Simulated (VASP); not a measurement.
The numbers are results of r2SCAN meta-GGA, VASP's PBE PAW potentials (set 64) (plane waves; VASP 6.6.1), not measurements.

VASP input:

### INCAR
```
METAGGA = R2SCAN
SYSTEM = SrCl2(111) slab
LMAXMIX = 4   # l cut-off of mixed one-centre charges
NELM = 100
SIGMA = 0.05
ALGO = Normal   # blocked Davidson
LWAVE = .TRUE.
LDIPOL = .TRUE.
ISIF = 2   # forces and stress, cell fixed
ENCUT = 400   # plane-wave cut-off (eV)
DIPOL = 0.5 0.5 0.5
ISMEAR = 0   # Gaussian
LMIXTAU = .TRUE.
IBRION = 2
EDIFF = 1E-5   # SCF stop (eV)
LCHARG = .FALSE.
EDIFFG = -0.03
PREC = Normal
NELMIN = 4
NSW = 50
IDIPOL = 3
LREAL = .FALSE.
LASPH = .TRUE.   # aspherical one-centre terms
```

File KPOINTS:
```
Automatic
0
Gamma
5 5 1
0 0 0
```

### POSCAR
```
SrCl2(111) slab
1.0
  4.9465105223   0.0000000000   0.0000000000
 -2.4732557623   4.2838044609   0.0000000000
  0.0000000000   0.0000000000  27.1495713887
Cl Sr
6 3
Cart
  2.4732575674   1.4279333924   8.5262685955
 -0.0000028074   2.8558710685  12.5650931344
  0.0000000000   0.0000000000  10.5456808649
  0.0000000000   0.0000000000  16.6038905238
  2.4732575674   1.4279333924  14.5844782543
 -0.0000028074   2.8558710685  18.6233027932
 -0.0000028074   2.8558710685   9.5359883050
  0.0000000000   0.0000000000  13.5747856944
  2.4732575674   1.4279333924  17.6135830837
```

POTCAR, in this order: Cl Sr_sv (PBE.64 set). Program: vasp_std.

Output

### OSZICAR
```
...
DAV:  80    -0.106446785891E+03    0.16051E-04   -0.56562E-06   380   0.181E-02    0.325E-01
DAV:  81    -0.106437017342E+03    0.97685E-02   -0.14996E-02   430   0.708E-01    0.263E-01
DAV:  82    -0.106436285816E+03    0.73153E-03   -0.23643E-04   540   0.666E-02    0.256E-01
DAV:  83    -0.106435687887E+03    0.59793E-03   -0.12143E-05   404   0.222E-02    0.257E-01
DAV:  84    -0.106435849445E+03   -0.16156E-03   -0.22127E-06   372   0.817E-03    0.257E-01
DAV:  85    -0.106434340322E+03    0.15091E-02   -0.42795E-05   392   0.408E-02    0.266E-01
DAV:  86    -0.106441754774E+03   -0.74145E-02   -0.25936E-03   441   0.257E-01    0.266E-01
DAV:  87    -0.106444465434E+03   -0.27107E-02   -0.36360E-03   430   0.342E-01    0.272E-01
DAV:  88    -0.106448022351E+03   -0.35569E-02   -0.37036E-03   430   0.431E-01    0.272E-01
DAV:  89    -0.106448069462E+03   -0.47111E-04   -0.17596E-04   508   0.915E-02    0.273E-01
DAV:  90    -0.106448801894E+03   -0.73243E-03   -0.48143E-04   442   0.171E-01    0.262E-01
DAV:  91    -0.106444758522E+03    0.40434E-02   -0.40426E-03   430   0.444E-01    0.245E-01
DAV:  92    -0.106446055771E+03   -0.12972E-02   -0.20293E-04   414   0.102E-01    0.239E-01
DAV:  93    -0.106446054920E+03    0.85157E-06   -0.15072E-04   414   0.912E-02    0.241E-01
DAV:  94    -0.106446551136E+03   -0.49622E-03   -0.61760E-05   350   0.575E-02    0.240E-01
DAV:  95    -0.106444711776E+03    0.18394E-02   -0.64587E-04   430   0.185E-01    0.231E-01
DAV:  96    -0.106439958612E+03    0.47532E-02   -0.33487E-03   430   0.294E-01    0.203E-01
DAV:  97    -0.106440653227E+03   -0.69462E-03   -0.23682E-03   430   0.272E-01    0.202E-01
DAV:  98    -0.106445429489E+03   -0.47763E-02   -0.39683E-03   430   0.403E-01    0.187E-01
DAV:  99    -0.106445880967E+03   -0.45148E-03   -0.11024E-04   445   0.729E-02    0.172E-01
DAV: 100    -0.106445777390E+03    0.10358E-03   -0.42106E-06   356   0.127E-02
   1 F= -.10644578E+03 E0= -.10644578E+03  d E =-.106446E+03
       N       E                     dE             d eps       ncg     rms          rms(c)
DAV:   1    -0.106428792134E+03    0.17089E-01   -0.92925E-01   430   0.405E+00    0.439E-01
DAV:   2    -0.106454518107E+03   -0.25726E-01   -0.44746E-02   430   0.116E+00    0.196E-01
DAV:   3    -0.106439461266E+03    0.15057E-01   -0.53710E-03   497   0.486E-01    0.133E-01
DAV:   4    -0.106459239712E+03   -0.19778E-01   -0.24355E-03   430   0.357E-01    0.513E-02
DAV:   5    -0.106447563258E+03    0.11676E-01   -0.37004E-03   430   0.428E-01    0.175E-02
DAV:   6    -0.106451420260E+03   -0.38570E-02   -0.55223E-04   506   0.176E-01    0.154E-02
DAV:   7    -0.106449879969E+03    0.15403E-02   -0.39441E-04   436   0.155E-01    0.105E-02
DAV:   8    -0.106449889977E+03   -0.10008E-04   -0.45772E-04   430   0.154E-01    0.620E-03
DAV:   9    -0.106449427134E+03    0.46284E-03   -0.60128E-04   430   0.197E-01    0.787E-03
DAV:  10    -0.106449738871E+03   -0.31174E-03   -0.67067E-05   428   0.628E-02    0.771E-03
DAV:  11    -0.106449626404E+03    0.11247E-03   -0.94770E-05   390   0.746E-02    0.604E-03
DAV:  12    -0.106449359932E+03    0.26647E-03   -0.51550E-04   430   0.166E-01    0.497E-03
DAV:  13    -0.106448933557E+03    0.42638E-03   -0.32175E-04   430   0.134E-01    0.626E-03
DAV:  14    -0.106449082839E+03   -0.14928E-03   -0.29220E-05   412   0.413E-02    0.659E-03
DAV:  15    -0.106448911290E+03    0.17155E-03   -0.13880E-04   390   0.934E-02    0.480E-03
DAV:  16    -0.106448869438E+03    0.41852E-04   -0.35849E-04   430   0.135E-01    0.618E-03
DAV:  17    -0.106448895183E+03   -0.25744E-04   -0.15647E-05   382   0.289E-02    0.685E-03
DAV:  18    -0.106448862602E+03    0.32581E-04   -0.29876E-06   282   0.144E-02    0.781E-03
DAV:  19    -0.106448925404E+03   -0.62802E-04   -0.43175E-04   430   0.146E-01    0.280E-03
DAV:  20    -0.106449076271E+03   -0.15087E-03   -0.11639E-04   358   0.732E-02    0.306E-03
DAV:  21    -0.106449095696E+03   -0.19425E-04   -0.69965E-06   372   0.212E-02    0.286E-03
DAV:  22    -0.106449094634E+03    0.10620E-05   -0.64279E-06   270   0.196E-02
   2 F= -.10644909E+03 E0= -.10644909E+03  d E =-.331724E-02
       N       E                     dE             d eps       ncg     rms          rms(c)
DAV:   1    -0.106429419583E+03    0.19676E-01   -0.51255E+00   430   0.934E+00    0.102E+00
DAV:   2    -0.106476245052E+03   -0.46825E-01   -0.22266E-01   438   0.233E+00    0.434E-01
DAV:   3    -0.106458300964E+03    0.17944E-01   -0.18371E-02   494   0.678E-01    0.305E-01
DAV:   4    -0.106458252355E+03    0.48609E-04   -0.82791E-03   493   0.496E-01    0.111E-01
DAV:   5    -0.106457136843E+03    0.11155E-02   -0.66334E-03   449   0.446E-01    0.466E-02
DAV:   6    -0.106457656328E+03   -0.51948E-03   -0.10909E-03   460   0.206E-01    0.376E-02
DAV:   7    -0.106457754167E+03   -0.97839E-04   -0.16496E-04   462   0.693E-02    0.269E-02
DAV:   8    -0.106457835031E+03   -0.80864E-04   -0.45294E-04   436   0.107E-01    0.236E-02
DAV:   9    -0.106457712833E+03    0.12220E-03   -0.23636E-04   417   0.763E-02    0.169E-02
DAV:  10    -0.106457816503E+03   -0.10367E-03   -0.50884E-05   372   0.469E-02    0.138E-02
DAV:  11    -0.106457821393E+03   -0.48901E-05   -0.60964E-05   374   0.510E-02
   3 F= -.10645782E+03 E0= -.10645782E+03  d E =-.120440E-01
       N       E                     dE             d eps       ncg     rms          rms(c)
DAV:   1    -0.106457823538E+03   -0.70358E-05   -0.17520E-02   430   0.555E-01    0.589E-02
DAV:   2    -0.106457463480E+03    0.36006E-03   -0.10009E-03   430   0.176E-01    0.234E-02
DAV:   3    -0.106457968956E+03   -0.50548E-03   -0.53908E-04   470   0.128E-01    0.176E-02
DAV:   4    -0.106457898276E+03    0.70680E-04   -0.10076E-04   358   0.659E-02    0.733E-03
DAV:   5    -0.106458045451E+03   -0.14718E-03   -0.77491E-05   400   0.489E-02    0.475E-03
DAV:   6    -0.106458101141E+03   -0.55690E-04   -0.12677E-05   300   0.251E-02    0.266E-03
DAV:   7    -0.106458114181E+03   -0.13040E-04   -0.72503E-06   270   0.207E-02    0.148E-03
DAV:   8    -0.106458120636E+03   -0.64546E-05   -0.28063E-06   374   0.114E-02
   4 F= -.10645812E+03 E0= -.10645812E+03  d E =-.123432E-01
       N       E                     dE             d eps       ncg     rms          rms(c)
DAV:   1    -0.106458125770E+03   -0.11589E-04   -0.31201E-01   430   0.195E+00    0.278E-01
DAV:   2    -0.106459620111E+03   -0.14943E-02   -0.15380E-02   438   0.542E-01    0.127E-01
DAV:   3    -0.106459651608E+03   -0.31497E-04   -0.30487E-03   430   0.328E-01    0.931E-02
DAV:   4    -0.106458679109E+03    0.97250E-03   -0.10714E-03   430   0.185E-01    0.359E-02
DAV:   5    -0.106459482761E+03   -0.80365E-03   -0.11475E-03   430   0.183E-01    0.218E-02
DAV:   6    -0.106459681803E+03   -0.19904E-03   -0.20803E-04   460   0.990E-02    0.991E-03
DAV:   7    -0.106459688540E+03   -0.67373E-05   -0.74830E-05   366   0.650E-02
   5 F= -.10645969E+03 E0= -.10645969E+03  d E =-.156790E-02
       N       E                     dE             d eps       ncg     rms          rms(c)
DAV:   1    -0.106452887668E+03    0.67941E-02   -0.20190E+00   430   0.495E+00    0.703E-01
DAV:   2    -0.106473224927E+03   -0.20337E-01   -0.89189E-02   433   0.126E+00    0.337E-01
DAV:   3    -0.106462677316E+03    0.10548E-01   -0.88166E-03   430   0.546E-01    0.239E-01
DAV:   4    -0.106458519923E+03    0.41574E-02   -0.38320E-03   501   0.328E-01    0.933E-02
DAV:   5    -0.106460676039E+03   -0.21561E-02   -0.39765E-03   430   0.329E-01    0.509E-02
DAV:   6    -0.106461120338E+03   -0.44430E-03   -0.86564E-04   484   0.179E-01    0.262E-02
DAV:   7    -0.106461308309E+03   -0.18797E-03   -0.20530E-04   444   0.103E-01    0.186E-02
DAV:   8    -0.106461252604E+03    0.55705E-04   -0.14062E-04   390   0.815E-02    0.130E-02
DAV:   9    -0.106461463359E+03   -0.21076E-03   -0.89337E-05   358   0.561E-02    0.878E-03
DAV:  10    -0.106461464274E+03   -0.91487E-06   -0.27283E-06   380   0.103E-02
   6 F= -.10646146E+03 E0= -.10646146E+03  d E =-.334364E-02
```

### OUTCAR
```
------------------------ aborting loop because EDIFF is reached ----------------------------------------
  FORCE on cell =-STRESS in cart. coord.  units (eV):
  Direction    XX          YY          ZZ          XY          YZ          ZX
  --------------------------------------------------------------------------------------
  Total       -2.7801274     -2.7801283      0.1131895      0.0000003      0.0000000     -0.0000000
  in kB       -7.7425449     -7.7425474      0.3152282      0.0000009      0.0000000     -0.0000000
  external PRESSURE =      -5.0566214 kB  Pullay stress =       0.0000000 kB
  volume of cell :      575.30
      direct lattice vectors                 reciprocal lattice vectors
     4.946510522  0.000000000  0.000000000     0.202162716  0.116718703  0.000000000
    -2.473255762  4.283804461  0.000000000     0.000000000  0.233437359  0.000000000
     0.000000000  0.000000000 27.149571389     0.000000000  0.000000000  0.036832994
 POSITION                                       TOTAL-FORCE (eV/Angst)
 -----------------------------------------------------------------------------------
      2.47326      1.42793      8.46911         0.000000     -0.000000     -0.018522
     -0.00000      2.85587     12.56918         0.000000      0.000000     -0.002705
      0.00000      0.00000     10.56761        -0.000000     -0.000000     -0.016949
      0.00000      0.00000     16.58196        -0.000000      0.000000      0.016949
      2.47326      1.42793     14.58039         0.000000      0.000000      0.002705
     -0.00000      2.85587     18.68046        -0.000000      0.000000      0.018522
     -0.00000      2.85587      9.56880         0.000000     -0.000000     -0.002321
      0.00000      0.00000     13.57479        -0.000000      0.000000     -0.000000
      2.47326      1.42793     17.58077         0.000000      0.000000      0.002321
 -----------------------------------------------------------------------------------
    total drift:                                0.000000     -0.000000      0.000000
  FREE ENERGIE OF THE ION-ELECTRON SYSTEM (eV)
  ---------------------------------------------------
  free  energy   TOTEN  =      -106.4614642738 eV

  energy  without entropy=     -106.4614642738  energy(sigma->0) =     -106.46146427

 reached required accuracy - stopping structural energy minimisation
```
(Selected blocks of OUTCAR.)

File CONTCAR:
```
SrCl2(111) slab
   1.00000000000000
     4.9465105222999997    0.0000000000000000    0.0000000000000000
    -2.4732557623000000    4.2838044608999999    0.0000000000000000
     0.0000000000000000    0.0000000000000000   27.1495713887000001
  Cl              Sr
     6     3
Direct
     0.6666669999999968    0.3333330000000032    0.3119427021739262
     0.3333330000000032    0.6666669999999968    0.4629604409246339
     0.0000000000000000    0.0000000000000000    0.3892365967736707
     0.0000000000000000    0.0000000000000000    0.6107634032263292
     0.6666669999999968    0.3333330000000032    0.5370395590753662
     0.3333330000000032    0.6666669999999968    0.6880572978260738
     0.3333330000000032    0.6666669999999968    0.3524475509859398
     0.0000000000000000    0.0000000000000000    0.5000000000000000
     0.6666669999999968    0.3333330000000032    0.6475524490140603
```

**OUTCAR**
```
 val. band max:       -4.3256674620   @ k =   0.4000   0.0000   0.0000

 cond. band min:       1.6337869622   @ k =   0.0000   0.0000   0.0000


 Fermi energy:        -4.0138039533

 k-point     1 :       0.0000    0.0000    0.0000
  band No.  band energies     occupation
      1     -38.4249      2.00000
      2     -38.4249      2.00000
      3     -38.2629      2.00000
      4     -19.9919      2.00000
      5     -19.9414      2.00000
      6     -19.7477      2.00000
      7     -19.7477      2.00000
      8     -19.7475      2.00000
      9     -19.7475      2.00000
     10     -19.7342      2.00000
     11     -19.6413      2.00000
     12     -19.6413      2.00000
     13     -18.0441      2.00000
     14     -17.6883      2.00000
     15     -17.6689      2.00000
     16     -17.4001      2.00000
     17     -17.0106      2.00000
     18     -16.9975      2.00000
     19      -6.3348      2.00000
     20      -6.3348      2.00000
     21      -6.2824      2.00000
     22      -5.9661      2.00000
     23      -5.9661      2.00000
     24      -5.8872      2.00000
     25      -5.7486      2.00000
     26      -5.7486      2.00000
     27      -5.6067      2.00000
     28      -5.1358      2.00000
     29      -5.0636      2.00000
     30      -5.0636      2.00000
     31      -4.6938      2.00000
     32      -4.6938      2.00000
     33      -4.6840      2.00000
     34      -4.6019      2.00000
     35      -4.6018      2.00000
     36      -4.5772      2.00000
     37       1.6338      0.00000
     38       2.0341      0.00000
     39       2.5118      0.00000
     40       2.5118      0.00000
     41       2.7899      0.00000
     42       2.7899      0.00000
     43       2.8080      0.00000

 k-point     2 :       0.2000   -0.0000    0.0000
  band No.  band energies     occupation
      1     -38.4243      2.00000
      2     -38.4243      2.00000
      3     -38.2621      2.00000
      4     -19.9731      2.00000
      5     -19.9423      2.00000
...
```

The cell is a thin slab with vacuum, built from SrCl2 (fluorite): (111) face.
